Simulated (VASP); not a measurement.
OSZICAR of a VASP run on LiCl (rock salt):

File OSZICAR:
```
...
DAV:  26    -0.926344831115E+01   -0.14850E-03   -0.45507E-05   708   0.775E-02    0.903E-02
DAV:  27    -0.926398915603E+01   -0.54084E-03   -0.41406E-04   558   0.183E-01    0.499E-02
DAV:  28    -0.926412139783E+01   -0.13224E-03   -0.59943E-05   798   0.778E-02    0.418E-02
DAV:  29    -0.926420410701E+01   -0.82709E-04   -0.79189E-06   573   0.352E-02    0.411E-02
DAV:  30    -0.926415932973E+01    0.44777E-04   -0.28093E-04   541   0.168E-01    0.748E-03
DAV:  31    -0.926419708326E+01   -0.37754E-04   -0.22943E-05   582   0.680E-02    0.832E-03
DAV:  32    -0.926418955894E+01    0.75243E-05   -0.10385E-05   718   0.335E-02    0.681E-03
DAV:  33    -0.926419218331E+01   -0.26244E-05   -0.34471E-06   608   0.146E-02    0.297E-03
DAV:  34    -0.926419257375E+01   -0.39043E-06   -0.10712E-06   619   0.128E-02
   1 F= -.92641926E+01 E0= -.92641926E+01  d E =-.926419E+01
       N       E                     dE             d eps       ncg     rms          rms(c)
DAV:   1    -0.929318016266E+01   -0.28988E-01   -0.44759E-01   581   0.477E+00    0.933E-01
DAV:   2    -0.926803044118E+01    0.25150E-01   -0.93766E-02   643   0.245E+00    0.377E-01
DAV:   3    -0.947284752630E+01   -0.20482E+00   -0.12325E+00   546   0.103E+01    0.102E+00
DAV:   4    -0.934720620785E+01    0.12564E+00   -0.35535E-01   702   0.605E+00    0.362E-01
DAV:   5    -0.943079658037E+01   -0.83590E-01   -0.11299E-01   689   0.333E+00    0.632E-01
DAV:   6    -0.930145570473E+01    0.12934E+00   -0.10401E+00   540   0.108E+01    0.429E-01
DAV:   7    -0.925881646136E+01    0.42639E-01   -0.28280E-02   619   0.203E+00    0.384E-01
DAV:   8    -0.924741879269E+01    0.11398E-01   -0.16422E-03   543   0.684E-01    0.408E-01
DAV:   9    -0.926205908850E+01   -0.14640E-01   -0.59231E-03   540   0.125E+00    0.261E-01
DAV:  10    -0.925636297261E+01    0.56961E-02   -0.16816E-03   539   0.533E-01    0.208E-01
DAV:  11    -0.926029921475E+01   -0.39362E-02   -0.75299E-04   588   0.405E-01    0.218E-01
DAV:  12    -0.926400635639E+01   -0.37071E-02   -0.62713E-04   643   0.369E-01    0.192E-01
DAV:  13    -0.926431191975E+01   -0.30556E-03   -0.25896E-05   613   0.715E-02    0.168E-01
DAV:  14    -0.926682979155E+01   -0.25179E-02   -0.33395E-04   522   0.322E-01    0.117E-01
DAV:  15    -0.926747530010E+01   -0.64551E-03   -0.36442E-05   544   0.103E-01    0.104E-01
DAV:  16    -0.926740247574E+01    0.72824E-04   -0.35397E-06   531   0.251E-02    0.102E-01
DAV:  17    -0.926882333003E+01   -0.14209E-02   -0.73877E-04   598   0.362E-01    0.243E-02
DAV:  18    -0.926902920501E+01   -0.20587E-03   -0.10165E-03   677   0.259E-01    0.274E-02
DAV:  19    -0.926908926403E+01   -0.60059E-04   -0.21428E-04   771   0.105E-01    0.382E-02
DAV:  20    -0.926915325622E+01   -0.63992E-04   -0.47423E-05   690   0.470E-02    0.423E-02
DAV:  21    -0.926919034167E+01   -0.37085E-04   -0.11399E-05   799   0.241E-02    0.425E-02
DAV:  22    -0.927043800662E+01   -0.12477E-02   -0.15905E-03   547   0.390E-01    0.949E-02
DAV:  23    -0.927379538918E+01   -0.33574E-02   -0.29812E-03   554   0.585E-01    0.142E-01
DAV:  24    -0.928003735932E+01   -0.62420E-02   -0.46294E-03   546   0.777E-01    0.191E-01
DAV:  25    -0.929589645705E+01   -0.15859E-01   -0.15813E-02   554   0.145E+00    0.277E-01
DAV:  26    -0.930137316925E+01   -0.54767E-02   -0.11914E-03   652   0.477E-01    0.256E-01
DAV:  27    -0.927980848036E+01    0.21565E-01   -0.36410E-02   541   0.232E+00    0.892E-02
DAV:  28    -0.928032076593E+01   -0.51229E-03   -0.13871E-03   618   0.444E-01    0.157E-01
DAV:  29    -0.928351130629E+01   -0.31905E-02   -0.15630E-03   581   0.417E-01    0.197E-01
DAV:  30    -0.928612748780E+01   -0.26162E-02   -0.42388E-04   569   0.261E-01    0.196E-01
DAV:  31    -0.929754786187E+01   -0.11420E-01   -0.78701E-03   542   0.101E+00    0.280E-01
DAV:  32    -0.930730021085E+01   -0.97523E-02   -0.34049E-03   646   0.702E-01    0.298E-01
DAV:  33    -0.931561942829E+01   -0.83192E-02   -0.21851E-03   571   0.521E-01    0.318E-01
DAV:  34    -0.931105306523E+01    0.45664E-02   -0.13987E-03   544   0.446E-01    0.267E-01
DAV:  35    -0.929670803282E+01    0.14345E-01   -0.11257E-02   550   0.122E+00    0.181E-01
DAV:  36    -0.928646433497E+01    0.10244E-01   -0.49286E-03   597   0.893E-01    0.166E-01
DAV:  37    -0.927965718455E+01    0.68072E-02   -0.29139E-03   588   0.629E-01    0.139E-01
DAV:  38    -0.929808783429E+01   -0.18431E-01   -0.27304E-02   540   0.198E+00    0.303E-01
DAV:  39    -0.930272923325E+01   -0.46414E-02   -0.15398E-03   578   0.565E-01    0.258E-01
DAV:  40    -0.930261874577E+01    0.11049E-03   -0.83253E-05   655   0.108E-01    0.233E-01
DAV:  41    -0.928813925918E+01    0.14479E-01   -0.13043E-02   541   0.132E+00    0.131E-01
DAV:  42    -0.927405501996E+01    0.14084E-01   -0.16952E-02   555   0.160E+00    0.522E-02
DAV:  43    -0.926937096775E+01    0.46841E-02   -0.54994E-03   698   0.801E-01    0.248E-02
DAV:  44    -0.926902158390E+01    0.34938E-03   -0.21663E-03   590   0.336E-01    0.363E-02
DAV:  45    -0.926899444130E+01    0.27143E-04   -0.18110E-04   533   0.205E-01    0.209E-02
DAV:  46    -0.926897698011E+01    0.17461E-04   -0.99482E-06   704   0.278E-02    0.228E-02
DAV:  47    -0.926895823276E+01    0.18747E-04   -0.85594E-07   663   0.115E-02    0.213E-02
DAV:  48    -0.926896358178E+01   -0.53490E-05   -0.65600E-06   556   0.288E-02    0.159E-02
DAV:  49    -0.926897101592E+01   -0.74341E-05   -0.66693E-06   700   0.195E-02    0.120E-02
DAV:  50    -0.926897942264E+01   -0.84067E-05   -0.32096E-06   686   0.154E-02    0.917E-03
DAV:  51    -0.926898541698E+01   -0.59943E-05   -0.53626E-06   649   0.184E-02    0.608E-03
DAV:  52    -0.926898881612E+01   -0.33991E-05   -0.12379E-06   657   0.962E-03    0.545E-03
DAV:  53    -0.926899233792E+01   -0.35218E-05   -0.56412E-06   599   0.183E-02    0.441E-03
DAV:  54    -0.926899797770E+01   -0.56398E-05   -0.10277E-05   634   0.235E-02    0.751E-03
DAV:  55    -0.926900261056E+01   -0.46329E-05   -0.55118E-06   656   0.175E-02    0.106E-02
DAV:  56    -0.926900662394E+01   -0.40134E-05   -0.51645E-06   633   0.164E-02    0.133E-02
DAV:  57    -0.926901573571E+01   -0.91118E-05   -0.85840E-06   596   0.216E-02    0.179E-02
DAV:  58    -0.926901713062E+01   -0.13949E-05   -0.18406E-06   782   0.107E-02    0.188E-02
DAV:  59    -0.926901914911E+01   -0.20185E-05   -0.64642E-07   528   0.659E-03    0.196E-02
DAV:  60    -0.926901976006E+01   -0.61095E-06   -0.13689E-07   267   0.361E-03
   2 F= -.92690198E+01 E0= -.92690198E+01  d E =-.482719E-02
       N       E                     dE             d eps       ncg     rms          rms(c)
DAV:   1    -0.933380048735E+01   -0.64781E-01   -0.10971E+00   592   0.752E+00    0.146E+00
DAV:   2    -0.926068554864E+01    0.73115E-01   -0.18343E-01   570   0.325E+00    0.524E-01
DAV:   3    -0.950237534680E+01   -0.24169E+00   -0.11478E+00   586   0.101E+01    0.100E+00
DAV:   4    -0.931395016177E+01    0.18843E+00   -0.11609E+00   550   0.114E+01    0.274E-01
DAV:   5    -0.927635489854E+01    0.37595E-01   -0.28135E-01   625   0.684E+00    0.503E-01
DAV:   6    -0.925882300898E+01    0.17532E-01   -0.37156E-02   556   0.318E+00    0.378E-01
DAV:   7    -0.924635661045E+01    0.12466E-01   -0.57364E-03   535   0.106E+00    0.260E-01
DAV:   8    -0.926439317242E+01   -0.18037E-01   -0.89355E-03   522   0.158E+00    0.226E-01
DAV:   9    -0.925537188253E+01    0.90213E-02   -0.42838E-03   528   0.991E-01    0.200E-01
DAV:  10    -0.926216189448E+01   -0.67900E-02   -0.11746E-03   627   0.594E-01    0.183E-01
DAV:  11    -0.926185927965E+01    0.30261E-03   -0.10404E-04   541   0.131E-01    0.156E-01
DAV:  12    -0.926522400717E+01   -0.33647E-02   -0.39265E-04   532   0.356E-01    0.135E-01
DAV:  13    -0.927042476066E+01   -0.52008E-02   -0.18405E-03   522   0.817E-01    0.464E-02
DAV:  14    -0.927031538167E+01    0.10938E-03   -0.18138E-05   583   0.553E-02    0.550E-02
DAV:  15    -0.926995351867E+01    0.36186E-03   -0.96093E-05   522   0.134E-01    0.371E-02
DAV:  16    -0.927071782217E+01   -0.76430E-03   -0.92580E-04   542   0.363E-01    0.138E-02
DAV:  17    -0.927075259062E+01   -0.34768E-04   -0.85632E-05   770   0.993E-02    0.131E-02
DAV:  18    -0.927075176597E+01    0.82465E-06   -0.51836E-06   552   0.302E-02
   3 F= -.92707518E+01 E0= -.92707518E+01  d E =-.655919E-02
       N       E                     dE             d eps       ncg     rms          rms(c)
DAV:   1    -0.927374446645E+01   -0.29919E-02   -0.59439E-02   524   0.176E+00    0.345E-01
DAV:   2    -0.927127485853E+01    0.24696E-02   -0.12502E-02   738   0.957E-01    0.151E-01
DAV:   3    -0.927277518427E+01   -0.15003E-02   -0.93812E-03   580   0.839E-01    0.778E-02
DAV:   4    -0.927440552295E+01   -0.16303E-02   -0.31436E-02   660   0.142E+00    0.152E-01
DAV:   5    -0.927282185560E+01    0.15837E-02   -0.16861E-03   633   0.511E-01    0.940E-02
DAV:   6    -0.927090134971E+01    0.19205E-02   -0.45565E-03   547   0.670E-01    0.248E-02
DAV:   7    -0.927107785557E+01   -0.17651E-03   -0.22758E-03   784   0.329E-01    0.426E-02
DAV:   8    -0.927106244299E+01    0.15413E-04   -0.12234E-04   546   0.153E-01    0.401E-02
DAV:   9    -0.927097637652E+01    0.86066E-04   -0.10657E-05   599   0.490E-02    0.343E-02
DAV:  10    -0.927093358906E+01    0.42787E-04   -0.14850E-05   746   0.387E-02    0.221E-02
DAV:  11    -0.927096313328E+01   -0.29544E-04   -0.22559E-04   551   0.130E-01    0.712E-03
DAV:  12    -0.927099161105E+01   -0.28478E-04   -0.17296E-05   596   0.614E-02    0.843E-03
DAV:  13    -0.927099853952E+01   -0.69285E-05   -0.69191E-06   734   0.260E-02    0.113E-02
DAV:  14    -0.927099504799E+01    0.34915E-05   -0.51927E-07   529   0.108E-02    0.806E-03
DAV:  15    -0.927098938092E+01    0.56671E-05   -0.10431E-05   531   0.423E-02    0.136E-03
DAV:  16    -0.927098937774E+01    0.31816E-08   -0.81192E-07   507   0.122E-02
   4 F= -.92709894E+01 E0= -.92709894E+01  d E =-.679680E-02
```

Q: Which electronic solver shows in the log?

A: It is blocked Davidson (ALGO = Normal, or the opening steps of other solvers). The INCAR had ALGO = Normal.

Q: Can the final energy be trusted as converged?

A: The calculation finished and met its thresholds. It stopped with EDIFF = 1E-6, NELM = 100, NSW = 60 and EDIFFG = -0.01 after 4 ionic steps (revTPSS meta-GGA, plane waves, VASP's PBE PAW potentials (set 64)). Energy and stress use the plane-wave basis of the starting cell.

The compound is LiCl in the rock salt structure. This run relaxes it. Symmetry was kept, so distortions that lower it aren't found.
